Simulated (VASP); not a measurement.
The input files of a VASP run:

File KPOINTS:
```
K-points
0
G
  3 3 3
0 0 0
```

### INCAR
```
ALGO = Normal
EDIFF = 1E-6
ENCUT = 400
GGA = PE
ISIF = 2
ISMEAR = 1
LASPH = .TRUE.
LCHARG = .FALSE.
LMAXMIX = 4
LREAL = Auto
LWAVE = .FALSE.
NELM = 100
PREC = Accurate
SIGMA = 0.2
SYSTEM = ZnSnN2
```

**POSCAR**
```
ZnSnN2
1
    5.8542700000     0.0000000000     0.0000000000
    0.0000000000     6.7374500000     0.0000000000
    0.0000000000     0.0000000000     5.4805800000
Zn Sn N
4 4 8
Direct
  0.5923330000   0.8657960000   0.9912810000
  0.4237580000   0.1331990000   0.4929040000
  0.9159790000   0.3739420000   0.5155230000
  0.0822160000   0.6284800000   0.9850940000
  0.5711570000   0.3775280000   0.9999730000
  0.4176230000   0.6267200000   0.4928170000
  0.9192370000   0.8819090000   0.4942310000
  0.0913810000   0.1298390000   0.9969950000
  0.5790310000   0.3869480000   0.3735360000
  0.4069940000   0.6281830000   0.8789300000
  0.9138360000   0.8766730000   0.8953300000
  0.0827710000   0.1101330000   0.3798070000
  0.5834890000   0.8691740000   0.3751570000
  0.4225620000   0.1256150000   0.8732350000
  0.9193410000   0.3749120000   0.8784170000
  0.0782940000   0.6109500000   0.3767300000
```

POTCAR, in this order: Zn Sn_d N (PBE.64 set). Program: vasp_std.

Q: Translate this PBE calculation to Quantum ESPRESSO's pw.x.

A: One equivalent input (not run):
```
&CONTROL
  calculation = 'scf'
  pseudo_dir = './pseudo'
  outdir = './out'
  tprnfor = .true.
  tstress = .true.
/
&SYSTEM
  ibrav = 0
  nat = 16
  ntyp = 3
  ecutwfc = 84
  occupations = 'smearing'
  smearing = 'methfessel-paxton'
  degauss = 0.0147
  input_dft = 'pbe'
/
&ELECTRONS
  conv_thr = 7.3e-08
  electron_maxstep = 100
/
ATOMIC_SPECIES
  Zn 65.380 Zn.upf
  Sn 118.710 Sn.upf
  N 14.007 N.upf
CELL_PARAMETERS angstrom
     5.8542700    0.0000000    0.0000000
     0.0000000    6.7374500    0.0000000
     0.0000000    0.0000000    5.4805800
ATOMIC_POSITIONS crystal
  Zn   0.5923330  0.8657960  0.9912810
  Zn   0.4237580  0.1331990  0.4929040
  Zn   0.9159790  0.3739420  0.5155230
  Zn   0.0822160  0.6284800  0.9850940
  Sn   0.5711570  0.3775280  0.9999730
  Sn   0.4176230  0.6267200  0.4928170
  Sn   0.9192370  0.8819090  0.4942310
  Sn   0.0913810  0.1298390  0.9969950
  N    0.5790310  0.3869480  0.3735360
  N    0.4069940  0.6281830  0.8789300
  N    0.9138360  0.8766730  0.8953300
  N    0.0827710  0.1101330  0.3798070
  N    0.5834890  0.8691740  0.3751570
  N    0.4225620  0.1256150  0.8732350
  N    0.9193410  0.3749120  0.8784170
  N    0.0782940  0.6109500  0.3767300
K_POINTS automatic
  3 3 3 0 0 0
```
What does not carry over: the potentials are each code's own (VASP's PAW set, PseudoDojo norm-conserving files in pw.x), so ENCUT and ecutwfc are chosen apart and not converted; conv_thr bounds pw.x's estimated SCF error, while EDIFF bounds the energy change between steps.

The structure comes from a computed database's ZnSnN2 entry; how it stands against other phases isn't given here. The cell was not relaxed at this level, atoms are displaced from their ideal sites.
